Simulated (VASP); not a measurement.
Here is a VASP 6.6.1 calculation.

INCAR

```
PREC = Accurate
ENCUT = 450
EDIFF = 1E-6
ISMEAR = 1
SIGMA = 0.1
LREAL = False
LASPH = True
NELM = 120
ALGO = Normal
ISIF = 2
LWAVE = False
LCHARG = False
METAGGA = R2SCAN
LMIXTAU = True
KPAR = 4
```

The input KPOINTS:

```
Automatic mesh
0
Gamma
  13 13 13
```

File POSCAR:

```
Ca                                      
1.0
   -0.0000000000      2.7643065914      2.7643065914
    2.7643065914     -0.0000000000      2.7643065914
    2.7643065914      2.7643065914      0.0000000000
  Ca            
     1
Direct
     0.0000000000000000    0.0000000000000000    0.0000000000000000
```

Potentials or basis: VASP PAW PBE potentials, release 64 (Ca_sv).

Launch:

```bash
$ cat potpaw_PBE.64/Ca_sv/POTCAR > POTCAR
$ mpirun -np 4 vasp_std > vasp.out
```

Question: What does it give for the band gap on the k mesh?

Answer: None (metal or under the smearing width).

Question: What does it give for the pressure?

Answer: 0.4 GPa.

Caveat: the PAW data sets were made with another functional, which shifts forces and pressure a little.
